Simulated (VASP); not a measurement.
# CS2 in VASP: notebook, part 2 of 2

VASP 6.6.1. The steps go on from the part before.

**3. Single point, PBE+D3(BJ)**

The input, INCAR:

```
SYSTEM = CS2
ALGO = Normal
EDIFF = 1E-6
ENCUT = 520
GGA = PE
ISIF = 2
ISMEAR = -1
IVDW = 12
LASPH = .True.
LCHARG = .True.
LELF = .True.
LREAL = Auto
LVHAR = .True.
LWAVE = .False.
NBANDS = 82
NELM = 100
PREC = Accurate
SIGMA = 0.02
```

The input, KPOINTS:

```
k-points
0
Gamma
  1 1 1
  0 0 0
```

The input, POSCAR:

```
CS2
1.0
    9.2831780000      0.0000000000      0.0000000000
    0.0000000000      9.2831780000      0.0000000000
    0.0000000000      0.0000000000      9.2831780000
S C
16 8
Direct
    0.1613240638      0.9245971584      0.3639701835
    0.0491426535      0.9533804049      0.0401048003
    0.7841064773      0.7515098816      1.0731454250
    0.8841476486      0.6732931330      0.7626375364
    0.5922863916      0.2506792394     -0.1010429833
    0.5663900875      0.3393449959      0.2310846566
    0.2207649148      0.2428694139      0.1873819504
   -0.0576311259      0.3804085196      0.0635235046
    0.9289167998      0.1038006596      0.7177822078
    0.8015897142      0.1183538655      0.4006171163
    0.5693739795      0.6214143475      0.6932324254
    0.3683436858      0.4211919668      0.5071000470
    0.3562357632      0.6642875963     -0.0550458044
    0.4362837813      0.8604273235      0.1973462105
    0.5413340130     -0.0396092804      0.5955611322
    0.2634873531      0.0882779583      0.6837313687
    0.1003427921      0.9739121667      0.2088078027
    0.8427394153      0.7121699056      0.9187155519
    0.5843257557      0.2888989094      0.0659903322
    0.0891397321      0.3294561410      0.1177290794
    0.8513140651      0.1056750178      0.5651620598
    0.4509231645      0.5300340034      0.6143154855
    0.3978809843      0.7779232500      0.0596670666
    0.4100858564      0.0384674300      0.6352350456
```

Potentials or basis: VASP PAW PBE potentials, release 64 (S, C).

Launch:

```bash
$ cat potpaw_PBE.64/S/POTCAR potpaw_PBE.64/C/POTCAR > POTCAR
$ mpirun -np 1 vasp_gam > vasp.out
```

OUTCAR:

```text
SYSTEM = CS2
   EDIFF = 1E-6
   ENCUT = 520
   GGA = PE
   ISIF = 2
   ISMEAR = -1
   IVDW = 12
   LASPH = .True.
   LREAL = Auto
   NELM = 100
   PREC = Accurate
 IVDW          = 12

 ion  position               nearest neighbor table
   1  0.161  0.925  0.364-  17 1.61
   2  0.049  0.953  0.040-  17 1.65
   3  0.784  0.752  0.073-  18 1.58
   4  0.884  0.673  0.763-  18 1.54
   5  0.592  0.251  0.899-  19 1.59
   6  0.566  0.339  0.231-  19 1.61
[... 8 lines left out ...]
  15  0.541  0.960  0.596-  24 1.46
  16  0.263  0.088  0.684-  24 1.51
  17  0.100  0.974  0.209-   1 1.61   2 1.65
  18  0.843  0.712  0.919-   4 1.54   3 1.58
  19  0.584  0.289  0.066-   5 1.59   6 1.61
  20  0.089  0.329  0.118-   8 1.53   7 1.60
  21  0.851  0.106  0.565-   9 1.59  10 1.60
  22  0.451  0.530  0.614-  11 1.57  12 1.61
  23  0.398  0.778  0.060-  14 1.53  13 1.55
  24  0.410  0.038  0.635-  15 1.46  16 1.51

  LATTYP: Found a simple cubic cell.
 ALAT       =     9.2831780000

  Lattice vectors:

 A1 = (   9.2831780000,   0.0000000000,   0.0000000000)
 A2 = (   0.0000000000,   9.2831780000,   0.0000000000)
 A3 = (   0.0000000000,   0.0000000000,   9.2831780000)

Analysis of symmetry for initial positions (statically):
=====================================================================
 Subroutine PRICEL returns:
 Original cell was already a primitive cell.

 Routine SETGRP: Setting up the symmetry group for a
 simple cubic supercell.

 Subroutine GETGRP returns: Found  1 space group operations
 (whereof  1 operations were pure point group operations)
 out of a pool of 48 trial point group operations.

The static configuration has the point symmetry C_1 .

Analysis of symmetry for dynamics (positions and initial velocities):
=====================================================================
 Subroutine PRICEL returns:
 Original cell was already a primitive cell.

 Routine SETGRP: Setting up the symmetry group for a
 simple cubic supercell.

 Subroutine GETGRP returns: Found  1 space group operations
 (whereof  1 operations were pure point group operations)
 out of a pool of 48 trial point group operations.

The dynamic configuration has the point symmetry C_1 .

 Subroutine INISYM returns: Found  1 space group operations
 (whereof  1 operations are pure point group operations),
 and found     1 'primitive' translations

----------------------------------------------------------------------------------------

                                     Primitive cell

  volume of cell :     800.0001

  direct lattice vectors                    reciprocal lattice vectors
     9.283178000  0.000000000  0.000000000     0.107721731  0.000000000  0.000000000
     0.000000000  9.283178000  0.000000000     0.000000000  0.107721731  0.000000000
     0.000000000  0.000000000  9.283178000     0.000000000  0.000000000  0.107721731

  length of vectors
     9.283178000  9.283178000  9.283178000     0.107721731  0.107721731  0.107721731

  position of ions in fractional coordinates (direct lattice)
     0.161324064  0.924597158  0.363970184
     0.049142653  0.953380405  0.040104800
     0.784106477  0.751509882  0.073145425
     0.884147649  0.673293133  0.762637536
     0.592286392  0.250679239  0.898957017
     0.566390087  0.339344996  0.231084657
[... 16 lines left out ...]
     0.397880984  0.777923250  0.059667067
     0.410085856  0.038467430  0.635235046

  ion indices of the primitive-cell ions
   primitive index   ion index
                 1           1
                 2           2
                 3           3
                 4           4
                 5           5
                 6           6
[... 16 lines left out ...]
                23          23
                24          24

----------------------------------------------------------------------------------------

 KPOINTS: k-points

Automatic generation of k-mesh.
 Grid dimensions read from file:
 generate k-points for:    1    1    1

 Generating k-lattice:

  Cartesian coordinates                     Fractional coordinates (reciprocal lattice)
     0.107721731  0.000000000  0.000000000     1.000000000  0.000000000  0.000000000
     0.000000000  0.107721731  0.000000000     0.000000000  1.000000000  0.000000000
     0.000000000  0.000000000  0.107721731     0.000000000  0.000000000  1.000000000

  Length of vectors
     0.107721731  0.107721731  0.107721731

  Shift w.r.t. Gamma in fractional coordinates (k-lattice)
     0.000000000  0.000000000  0.000000000

 Subroutine IBZKPT returns following result:
 ===========================================

 Found      1 irreducible k-points:

 Following reciprocal coordinates:
            Coordinates               Weight
  0.000000  0.000000  0.000000      1.000000
   k-points           NKPTS =      1   k-points in BZ     NKDIM =      1   number of bands    NBANDS=     82
   number of dos      NEDOS =    301   number of ions     NIONS =     24
   total plane-waves  NPLWV = 343000
   dimension x,y,z NGX =    70 NGY =   70 NGZ =   70
   dimension x,y,z NGXF=   140 NGYF=  140 NGZF=  140
   ions per type =              16   8
   NGX,Y,Z   is equivalent  to a cutoff of  12.54, 12.54, 12.54 a.u.
   NGXF,Y,Z  is equivalent  to a cutoff of  25.07, 25.07, 25.07 a.u.
 SYSTEM =  CS2
   PREC   = accura    normal or accurate (medium, high low for compatibility)
   ISTART =      0    job   : 0-new  1-cont  2-samecut
   ICHARG =      2    charge: 1-file 2-atom 10-const
   ISPIN  =      1    spin polarized calculation?
   LNONCOLLINEAR =      F non collinear calculations
   LSORBIT =      F    spin-orbit coupling
   LASPH  =      T    aspherical Exc in radial PAW
   ENCUT  =  520.0 eV  38.22 Ry    6.18 a.u.  17.26 17.26 17.26*2*pi/ulx,y,z
   NELM   =    100;   NELMIN=  2; NELMDL= -5     # of ELM steps
   EDIFF  = 0.1E-05   stopping-criterion for ELM
   LREAL  =      T    real-space projection
   EDIFFG = 0.1E-04   stopping-criterion for IOM
   NSW    =      0    number of steps for IOM
   IBRION =     -1    ionic relax: 0-MD 1-quasi-New 2-CG
   NFREE  =      0    steps in history (QN), initial steepest desc. (CG)
   ISIF   =      2    stress and relaxation
   ISYM   =      2    0-nonsym 1-usesym 2-fastsym
   POTIM  = 0.5000    time-step for ionic-motion
   TEBEG  =    0.0;   TEEND  =   0.0 temperature during run
   PSTRESS=    0.0 pullay stress
   NELECT =     128.0000    total number of electrons
   NUPDOWN=      -1.0000    fix difference up-down
   EMIN   =  10.00;   EMAX   =-10.00  energy-range for DOS
   EFERMI =   0.00;   METHOD = LEGACY
   ISMEAR =    -1;   SIGMA  =   0.02  broadening in eV -4-tet -1-fermi 0-gaus
   EFERMI_NEDOS =   21; number of points for ismear=-14 and -15
   IALGO  =     38    algorithm
   IMIX   =      4    mixing-type and parameters
     AMIX     =   0.40;   BMIX     =  1.00
     AMIX_MAG =   1.60;   BMIX_MAG =  1.00
  volume/ion in A,a.u.               =      33.33       224.94
  Fermi-wavevector in a.u.,A,eV,Ry     =   0.888754  1.679501 10.747015  0.789883
  Thomas-Fermi vector in A             =   2.010225
   LORBIT       =      0    0 simple, 1 ext, 2 COOP (PROOUT), +10 PAW based schemes
   GGA     = PE    functional components
   LHFCALC =     F    Hartree Fock is set to
   AEXX    =    0.0000 exact exchange contribution
   IVDW    =    12    specifies the selected vdW correction
   LEPSILON=     F    determine dielectric tensor
   LRPA    =     F    only Hartree local field effects (RPA)
 non-spin polarized calculation
  energy-cutoff  :      520.00
  volume of cell :      800.00
 maximum number of plane-waves:     10780
 NGX is ok and might be reduce to    70
   NGX = 35   NGY = 35   NGZ = 35

 number of electron     128.0000002 magnetization

 Free energy of the ion-electron system (eV)
  ---------------------------------------------------
  ext. energy  EPLUGINS =         0.00000000
  ---------------------------------------------------
  free energy    TOTEN  =      -130.27756172 eV

  energy without entropy =     -130.27756172  energy(sigma->0) =     -130.27756172

 E-fermi :  -0.6860     XC(G=0):  -6.3696

 val. band max:       -1.1978189194   @ k =   0.0000   0.0000   0.0000
 cond. band min:       0.9808893009   @ k =   0.0000   0.0000   0.0000
 fundamental gap:      2.1787082203
 Fermi energy:        -0.6860309725

 k-point     1 :       0.0000    0.0000    0.0000
  band No.  band energies     occupation
      1     -17.1681      2.00000
      2     -16.8329      2.00000
      3     -16.6485      2.00000
      4     -16.6156      2.00000
      5     -16.4315      2.00000
      6     -16.4211      2.00000
[... 68 lines left out ...]
     75       2.0144      0.00000
     76       2.0353      0.00000
 [bands above 76 left out]

------------------------ aborting loop because EDIFF is reached ----------------------------------------

 Edisp (eV)   -2.94645

 E8    (eV) :    -0.9966

  FORCE on cell =-STRESS in cart. coord.  units (eV):
  Direction    XX          YY          ZZ          XY          YZ          ZX
  --------------------------------------------------------------------------------------
  -------------------------------------------------------------------------------------
  Total      12.97807     2.29329   -15.53172    -3.87713     1.30282    -8.33030
  in kB      25.99147     4.59283   -31.10571    -7.76481     2.60918   -16.68327
  external pressure =       -0.17 kB  Pullay stress =        0.00 kB

 VOLUME and BASIS-vectors are now :
 -----------------------------------------------------------------------------
  energy-cutoff  :      520.00
  volume of cell :      800.00
      direct lattice vectors                 reciprocal lattice vectors
     9.283178000  0.000000000  0.000000000     0.107721731  0.000000000  0.000000000
     0.000000000  9.283178000  0.000000000     0.000000000  0.107721731  0.000000000
     0.000000000  0.000000000  9.283178000     0.000000000  0.000000000  0.107721731

 POSITION                                       TOTAL-FORCE (eV/Angst)
 -----------------------------------------------------------------------------------
      1.49760      8.58320      3.37880        -1.244758      1.012933     -1.563681
      0.45620      8.85040      0.37230         1.056744      1.038887      3.123270
      7.27900      6.97640      0.67902         0.256377     -0.467314     -0.939465
      8.20770      6.25030      7.07970         0.755409     -0.081323     -0.548552
      5.49830      2.32710      8.34518        -0.089155      0.269985      1.780057
      5.25790      3.15020      2.14520         0.453146     -0.670031     -2.257820
[... 16 lines left out ...]
      3.69360      7.22160      0.55390        -0.295465     -1.150374     -0.040193
      3.80690      0.35710      5.89700        -2.397121      0.905676      0.793914
 -----------------------------------------------------------------------------------
    total drift:                               -0.022337      0.008978     -0.002524

  FREE ENERGIE OF THE ION-ELECTRON SYSTEM (eV)
  ---------------------------------------------------
  free  energy   TOTEN  =      -133.2240115348 eV

  energy  without entropy=     -133.2240115348  energy(sigma->0) =     -133.22401153
```

Run time: 2.2 min. Hardware: 1 thread of Intel Xeon Platinum 8488C (Sapphire Rapids), shared host; peak memory 0.65 GiB.

Results:

* Free energy: -133.2240 eV
* Pressure: 0.0 GPa
* Largest force: 5.726 eV/Å
* Band gap on the k mesh: 2.18 eV, direct
* Dispersion energy per atom: -0.123 eV

Forces in eV/Å, atoms in the order of the input:
```
S   -1.245  1.013 -1.564
S    1.057  1.039  3.123
S    0.256 -0.467 -0.939
S    0.755 -0.081 -0.549
S   -0.089  0.270  1.780
S    0.453 -0.670 -2.258
S   -0.918  1.559 -0.718
S   -0.950  0.759 -0.649
S   -1.193 -0.067 -1.240
S    0.392 -0.261  1.915
S   -0.920 -0.434 -0.226
S    0.444  1.475  1.560
S   -0.343  0.011 -0.460
S    0.852  1.116  0.661
S    4.939 -2.385 -1.645
S   -2.562  1.512  1.159
C   -0.041 -2.173 -1.337
C   -1.033  0.246  1.479
C   -0.278  0.507  0.259
C    1.993 -1.841  1.456
C    0.789  0.411 -0.834
C    0.334 -1.294 -1.728
C   -0.295 -1.150 -0.040
C   -2.397  0.906  0.794
```

Levels at points of the mesh, in eV from the valence-band top:
```csv
k point,band 61,band 62,band 63,band 64,band 65,band 66,band 67,band 68
"(0.00, 0.00, 0.00)",-0.48,-0.23,-0.20,0.00,2.18,2.36,2.52,2.59
```

Expect the measured gap to be larger: semilocal functionals such as PBE lack the derivative discontinuity.
